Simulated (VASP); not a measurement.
# NaLaMnMoO6 (I-4) in VASP: further runs

The runs below take NaLaMnMoO6 through band structure, with PBE, LDA, PBEsol.

All numbers are computed with VASP 6.6.1; they aren't measurements. Logs are shortened: lines on timing, memory, paths and dates and some standing lists are left out, and cuts for length are marked.

**1. Starting point**

It takes space group I-4 (No. 82, tetragonal). The conventional cell has a = 5.454 Å, b = 5.454 Å, c = 7.825 Å, α = 90.00°, β = 90.00°, γ = 90.00°. Na (site symmetry -4) is surrounded by 8 O at 2.51 to 2.73 Å. La (site symmetry -4) is surrounded by 8 O at 2.50 to 2.73 Å. Around Mn (site symmetry -4) lie 6 O at 1.95 Å. Mo (site symmetry -4) has 6 O at 1.96 to 1.97 Å as nearest neighbours. O (site symmetry 1) has 1 Mn at 1.95 Å and 1 Mo at 1.97 Å as nearest neighbours. Around O (site symmetry 2) lie 1 Mn at 1.95 Å and 1 Mo at 1.96 Å.

The cell was built by a generator and needn't be a form met in nature.

**2. Band structure, PBE, collinear spin, ferromagnetic start**

The input, POSCAR:

```
NaLaMnMoO6                              
1.0
   -2.7270507294      2.7270500041      3.9122991408
    2.7270507294     -2.7270500041      3.9122991408
    2.7270500041      2.7270507294     -3.9122991408
  Na              La              Mn              Mo              O             
     1     1     1     1     6
Direct
     0.2500000000000000    0.7500000000000000    0.5000000000000000
     0.7500000000000000    0.2500000000000000    0.5000000000000000
     0.5000000000000000    0.5000000000000000    0.0000000000000000
     0.0000000000000000    0.0000000000000000    0.0000000000000000
     0.2032856573861284    0.2971078762655577    0.5018443891772475
     0.2985587317911190    0.7967143426138718    0.0938222188794294
     0.7952634870883104    0.7014412682088809    0.4981556108227525
     0.7028921237344422    0.2047365129116897    0.9061777811205706
     0.2505686962803641    0.2505686962803641    0.0000000000000000
     0.7494313037196360    0.7494313037196360    0.0000000000000000
```

The input, INCAR.step1:

```
SYSTEM = NaLaMnMoO6
PREC = Accurate
ENCUT = 520
EDIFF = 1E-7
ISMEAR = -1
SIGMA = 0.05
LREAL = .False.
LASPH = .True.
NELM = 100
ALGO = Normal
ISIF = 2
LWAVE = .False.
LCHARG = .True.
ISPIN = 2
MAGMOM = 0 0 4 1 0 0 0 0 0 0
LORBIT = 11
LMAXMIX = 6
GGA = PE
NBANDS = 56
KPAR = 4
```

The input, KPOINTS.step1:

```
regular mesh
0
Gamma
  7 7 7
  0 0 0
```

The input, INCAR.step2:

```
SYSTEM = NaLaMnMoO6
PREC = Accurate
ENCUT = 520
EDIFF = 1E-7
ISMEAR = 0
SIGMA = 0.05
LREAL = .False.
LASPH = .True.
NELM = 100
ALGO = Normal
ISIF = 2
LWAVE = .False.
LCHARG = .False.
ISPIN = 2
MAGMOM = 0 0 4 1 0 0 0 0 0 0
LORBIT = 11
LMAXMIX = 6
GGA = PE
NBANDS = 56
KPAR = 4
ICHARG = 11
```

The input, KPOINTS.step2:

```
path GXYSGZS1NPY1Z,XP
10
line-mode
reciprocal
 0.0000000000  0.0000000000  0.0000000000  G
 0.0000000000  0.0000000000  0.5000000000  X

 0.0000000000  0.0000000000  0.5000000000  X
-0.2438732594  0.2438732594  0.5000000000  Y

-0.2438732594  0.2438732594  0.5000000000  Y
-0.3719366297  0.3719366297  0.3719366297  S

-0.3719366297  0.3719366297  0.3719366297  S
 0.0000000000  0.0000000000  0.0000000000  G

 0.0000000000  0.0000000000  0.0000000000  G
 0.5000000000  0.5000000000 -0.5000000000  Z

 0.5000000000  0.5000000000 -0.5000000000  Z
 0.3719366297  0.6280633703 -0.3719366297  S1

 0.3719366297  0.6280633703 -0.3719366297  S1
 0.0000000000  0.5000000000  0.0000000000  N

 0.0000000000  0.5000000000  0.0000000000  N
 0.2500000000  0.2500000000  0.2500000000  P

 0.2500000000  0.2500000000  0.2500000000  P
 0.5000000000  0.5000000000 -0.2438732594  Y1

 0.5000000000  0.5000000000 -0.2438732594  Y1
 0.5000000000  0.5000000000 -0.5000000000  Z

 0.0000000000  0.0000000000  0.5000000000  X
 0.2500000000  0.2500000000  0.2500000000  P
```

Potentials or basis: VASP PAW PBE potentials, release 64 (Na_pv, La, Mn_pv, Mo_sv, O).

Command:

```sh
> cat potpaw_PBE.64/Na_pv/POTCAR potpaw_PBE.64/La/POTCAR potpaw_PBE.64/Mn_pv/POTCAR potpaw_PBE.64/Mo_sv/POTCAR potpaw_PBE.64/O/POTCAR > POTCAR
> cp INCAR.step1 INCAR
> cp KPOINTS.step1 KPOINTS
> mpirun -np 4 vasp_std > vasp.out
> cp INCAR.step2 INCAR
> cp KPOINTS.step2 KPOINTS
> mpirun -np 4 vasp_std > vasp.out
```

OUTCAR:

```text
SYSTEM = NaLaMnMoO6
   PREC = Accurate
   ENCUT = 520
   EDIFF = 1E-7
   ISMEAR = 0
   LREAL = .False.
   LASPH = .True.
   NELM = 100
   ISIF = 2
   ISPIN = 2
   LORBIT = 11
   GGA = PE
   ICHARG = 11

 ion  position               nearest neighbor table
   1  0.250  0.750  0.500-
   2  0.750  0.250  0.500-   5 2.50   8 2.50   6 2.50   7 2.50   9 2.73  10 2.73   9 2.73  10 2.73
                             4 3.36   3 3.36   3 3.36   4 3.36   4 3.36   3 3.36   3 3.36   4 3.36
   3  0.500  0.500  0.000-   9 1.95  10 1.95   5 1.95   7 1.95   6 1.95   8 1.95   2 3.36   2 3.36
                             2 3.36   2 3.36
   4  0.000  0.000  0.000-   9 1.96  10 1.96   6 1.97   8 1.97   7 1.97   5 1.97   2 3.36   2 3.36
                             2 3.36   2 3.36
   5  0.203  0.297  0.502-   3 1.95   4 1.97   2 2.50
   6  0.299  0.797  0.094-   3 1.95   4 1.97   2 2.50
   7  0.795  0.701  0.498-   3 1.95   4 1.97   2 2.50
   8  0.703  0.205  0.906-   3 1.95   4 1.97   2 2.50
   9  0.251  0.251  0.000-   3 1.95   4 1.96   2 2.73   2 2.73
  10  0.749  0.749  0.000-   3 1.95   4 1.96   2 2.73   2 2.73

  LATTYP: Found a body centered tetragonal cell.
 ALAT       =     5.4541007335
 C/A-ratio  =     1.4346266532

  Lattice vectors:

 A1 = (  -2.7270507294,   2.7270500041,   3.9122991408)
 A2 = (   2.7270507294,  -2.7270500041,   3.9122991408)
 A3 = (   2.7270500041,   2.7270507294,  -3.9122991408)

Analysis of symmetry for initial positions (statically):
=====================================================================
 Subroutine PRICEL returns:
 Original cell was already a primitive cell.

 Routine SETGRP: Setting up the symmetry group for a
 body centered tetragonal supercell.

 Subroutine GETGRP returns: Found  4 space group operations
 (whereof  4 operations were pure point group operations)
 out of a pool of 16 trial point group operations.

The static configuration has the point symmetry S_4 .

Analysis of symmetry for dynamics (positions and initial velocities):
=====================================================================
 Subroutine PRICEL returns:
 Original cell was already a primitive cell.

 Routine SETGRP: Setting up the symmetry group for a
 body centered tetragonal supercell.

 Subroutine GETGRP returns: Found  4 space group operations
 (whereof  4 operations were pure point group operations)
[... 177 lines left out ...]

 val. band max:        7.6598459938   @ k =   0.2222   0.2778   0.2222
 cond. band min:       7.6734318194   @ k =   0.1944   0.3056   0.1944
 fundamental gap:      0.0135858256
 Fermi energy:         7.6670613804

 spin component 1

 k-point     1 :       0.0000    0.0000    0.0000
  band No.  band energies     occupation
      1     -55.2393      1.00000
      2     -43.0318      1.00000
      3     -43.0317      1.00000
      4     -43.0263      1.00000
      5     -29.4095      1.00000
      6     -29.3785      1.00000
[... 1309 lines left out ...]
     51       9.9893      0.00000
     52      10.0305      0.00000

 [... further k-points ...]

 spin component 2

 k-point     1 :       0.0000    0.0000    0.0000
  band No.  band energies     occupation
      1     -55.6061      1.00000
      2     -40.1137      1.00000
      3     -40.1136      1.00000
      4     -40.1127      1.00000
      5     -29.8536      1.00000
      6     -29.7499      1.00000
[... 1309 lines left out ...]
     51       9.9763      0.00000
     52      10.0305      0.00000

 [... further k-points ...]

 [bands above 52 left out]

------------------------ aborting loop because EDIFF is reached ----------------------------------------

  FORCE on cell =-STRESS in cart. coord.  units (eV):
  Direction    XX          YY          ZZ          XY          YZ          ZX
  --------------------------------------------------------------------------------------
  -------------------------------------------------------------------------------------
  Total       -0.4134009     -0.4134009     -0.9842964     -0.0000031      0.0000000      0.0000000
  in kB       -5.6911970     -5.6911970    -13.5505868     -0.0000421      0.0000000      0.0000000
  external PRESSURE =      -8.3109936 kB  Pullay stress =       0.0000000 kB

 VOLUME and BASIS-vectors are now :
 -----------------------------------------------------------------------------
  energy-cutoff  :      520.00
  volume of cell :      116.38
      direct lattice vectors                 reciprocal lattice vectors
    -2.727050729  2.727050004  3.912299141    -0.000000024  0.183348282  0.127802088
     2.727050729 -2.727050004  3.912299141     0.183348282  0.000000024  0.127802088
     2.727050004  2.727050729 -3.912299141     0.183348258  0.183348307  0.000000000

 POSITION                                       TOTAL-FORCE (eV/Angst)
 -----------------------------------------------------------------------------------
      2.72705      0.00000      1.95615        -0.000000      0.000000     -0.000000
     -0.00000      2.72705      1.95615        -0.000000      0.000000     -0.000000
      0.00000      0.00000      3.91230        -0.000000      0.000000     -0.000000
      0.00000      0.00000      0.00000        -0.000000      0.000000     -0.000000
      1.62441      1.11270     -0.00568        -0.057678     -0.024420      0.026489
      1.61435     -1.10264      3.91798         0.024420     -0.057678     -0.026489
      1.10264      1.61435      3.90662         0.057678      0.024420      0.026489
      1.11270      3.82969      0.00568        -0.024420      0.057678     -0.026489
      0.00000      0.00000      1.96060        -0.000000      0.000000     -0.184705
      0.00000      0.00000      5.86400         0.000000     -0.000000      0.184705
 -----------------------------------------------------------------------------------
    total drift:                               -0.000132      0.000150      0.000012

  FREE ENERGIE OF THE ION-ELECTRON SYSTEM (eV)
  ---------------------------------------------------
  free  energy   TOTEN  =       -79.1042625805 eV

  energy  without entropy=      -79.1006755717  energy(sigma->0) =      -79.10246908

 total charge

# of ion       s       p       d       f       tot
--------------------------------------------------
    1        0.041   5.980   0.000   0.000   6.020
    2        2.007   5.695   0.552   0.217   8.471
    3        0.282   6.383   4.975   0.000  11.639
    4        2.336   6.332   3.638   0.000  12.306
    5        1.566   3.462   0.000   0.000   5.028
    6        1.566   3.462   0.000   0.000   5.028
    7        1.566   3.462   0.000   0.000   5.028
    8        1.566   3.462   0.000   0.000   5.028
    9        1.563   3.465   0.000   0.000   5.028
   10        1.563   3.465   0.000   0.000   5.028
--------------------------------------------------
tot         14.053  45.168   9.165   0.217  68.603

 magnetization (x)

# of ion       s       p       d       f       tot
--------------------------------------------------
    1        0.000   0.000   0.000   0.000   0.000
    2        0.000   0.000  -0.000  -0.005  -0.005
    3        0.011   0.021   2.756   0.000   2.788
    4       -0.004  -0.007  -0.368   0.000  -0.379
    5        0.004   0.023   0.000   0.000   0.027
    6        0.004   0.023   0.000   0.000   0.027
    7        0.004   0.023   0.000   0.000   0.027
    8        0.004   0.023   0.000   0.000   0.027
    9        0.003   0.025   0.000   0.000   0.028
   10        0.003   0.025   0.000   0.000   0.028
--------------------------------------------------
tot          0.029   0.158   2.387  -0.005   2.569
```

OUTCAR.step1:

```text
SYSTEM = NaLaMnMoO6
   PREC = Accurate
   ENCUT = 520
   EDIFF = 1E-7
   ISMEAR = -1
   LREAL = .False.
   LASPH = .True.
   NELM = 100
   ISIF = 2
[... 2949 lines left out ...]

# of ion       s       p       d       f       tot
--------------------------------------------------
    1        0.000   0.000   0.000   0.000   0.000
    2        0.000   0.000  -0.005  -0.010  -0.015
    3        0.012   0.020   2.622   0.000   2.654
    4       -0.005  -0.008  -0.494   0.000  -0.507
    5        0.003   0.013   0.000   0.000   0.015
    6        0.003   0.013   0.000   0.000   0.015
    7        0.003   0.013   0.000   0.000   0.015
    8        0.003   0.013   0.000   0.000   0.015
    9        0.003   0.007   0.000   0.000   0.010
   10        0.003   0.007   0.000   0.000   0.010
--------------------------------------------------
tot          0.023   0.078   2.123  -0.010   2.214
```

OSZICAR.step1:

```text
N       E                     dE             d eps       ncg     rms          rms(c)
DAV:   1     0.102988969017E+04    0.10299E+04   -0.39215E+04 14624   0.213E+03
DAV:   2     0.916578997600E+02   -0.93823E+03   -0.82917E+03 12240   0.535E+02
DAV:   3    -0.833489083473E+02   -0.17501E+03   -0.16423E+03 14992   0.208E+02
[... 20 lines left out ...]
DAV:  24    -0.786391066636E+02   -0.75700E-05   -0.12839E-05 15864   0.263E-02    0.128E-02
DAV:  25    -0.786391069132E+02   -0.24957E-06   -0.40017E-06 18272   0.118E-02    0.845E-03
DAV:  26    -0.786391066624E+02    0.25076E-06   -0.68514E-07 12968   0.465E-03    0.537E-03
DAV:  27    -0.786391068784E+02   -0.21602E-06   -0.40345E-07 12040   0.439E-03    0.205E-03
DAV:  28    -0.786391069157E+02   -0.37247E-07   -0.89001E-08  8160   0.207E-03
   1 F= -.78639107E+02 E0= -.78625669E+02  d E =-.268761E-01  mag=     2.2335
```

Wall time 17 min (4 MPI ranks of Intel Xeon Platinum 8488C (Sapphire Rapids), shared host); peak memory 1.1 GiB.

What came out:

```yaml
Band_gap_along_the_path: none (metal or under the smearing width)
Net_moment: 2.23 μB per cell
```

Levels at the corners of the path, in eV from the Fermi level:
Spin up:
```csv
point,band 40,band 41,band 42,band 43,band 44,band 45
Γ,-2.37,-2.37,-0.82,-0.44,0.80,0.80
X,-1.67,-1.51,-0.56,0.28,0.66,1.12
X,-1.67,-1.51,-0.56,0.28,0.66,1.12
Y,-1.79,-1.53,-0.15,0.24,0.74,0.97
Y,-1.79,-1.53,-0.15,0.24,0.74,0.97
S,-1.64,-1.59,-0.09,0.14,0.86,1.01
S,-1.64,-1.59,-0.09,0.14,0.86,1.01
Γ,-2.37,-2.37,-0.82,-0.44,0.80,0.80
Γ,-2.37,-2.37,-0.82,-0.44,0.80,0.80
Z,-1.52,-1.52,-0.84,0.14,0.93,1.15
Z,-1.52,-1.52,-0.84,0.14,0.93,1.15
S1,-1.64,-1.59,-0.09,0.14,0.86,1.01
S1,-1.64,-1.59,-0.09,0.14,0.86,1.01
N,-1.88,-1.78,0.51,0.57,0.71,0.88
N,-1.88,-1.78,0.51,0.57,0.71,0.88
P,-1.79,-1.66,0.05,0.23,0.73,0.79
P,-1.79,-1.66,0.05,0.23,0.73,0.79
Y1,-1.79,-1.53,-0.15,0.24,0.74,0.97
Y1,-1.79,-1.53,-0.15,0.24,0.74,0.97
Z,-1.52,-1.52,-0.84,0.14,0.93,1.15
X,-1.67,-1.51,-0.56,0.28,0.66,1.12
P,-1.79,-1.66,0.05,0.23,0.73,0.79
```
Spin down:
```csv
point,band 37,band 38,band 39,band 40,band 41,band 42
Γ,-2.63,-2.63,-1.06,-1.06,-1.06,0.75
X,-3.32,-2.54,-1.14,0.45,0.67,0.78
X,-3.32,-2.54,-1.14,0.45,0.67,0.78
Y,-3.25,-2.94,-0.16,0.06,0.61,0.81
Y,-3.25,-2.94,-0.16,0.06,0.61,0.81
S,-3.27,-2.86,-0.38,0.36,0.45,0.87
S,-3.27,-2.86,-0.38,0.36,0.45,0.87
Γ,-2.63,-2.63,-1.06,-1.06,-1.06,0.75
Γ,-2.63,-2.63,-1.06,-1.06,-1.06,0.75
Z,-3.11,-2.82,-1.02,0.56,0.56,0.69
Z,-3.11,-2.82,-1.02,0.56,0.56,0.69
S1,-3.27,-2.86,-0.38,0.36,0.45,0.87
S1,-3.27,-2.86,-0.38,0.36,0.45,0.87
N,-3.04,-2.83,0.10,0.18,0.35,0.55
N,-3.04,-2.83,0.10,0.18,0.35,0.55
P,-3.38,-2.88,-0.05,-0.04,0.52,0.81
P,-3.38,-2.88,-0.05,-0.04,0.52,0.81
Y1,-3.25,-2.94,-0.16,0.06,0.61,0.81
Y1,-3.25,-2.94,-0.16,0.06,0.61,0.81
Z,-3.11,-2.82,-1.02,0.56,0.56,0.69
X,-3.32,-2.54,-1.14,0.45,0.67,0.78
P,-3.38,-2.88,-0.05,-0.04,0.52,0.81
```

Caveat: the log is that of the step along the path at fixed density, whose energy, stress, charges and moments have no meaning; spin-orbit coupling is left out, which moves the levels of the heavy elements; a cell with one magnetic atom can't hold antiferromagnetic order, which such compounds often take; semilocal functionals often make such compounds metallic where correlation or magnetic order opens a gap, which also shifts bond lengths.

[end of part 1 of 2]
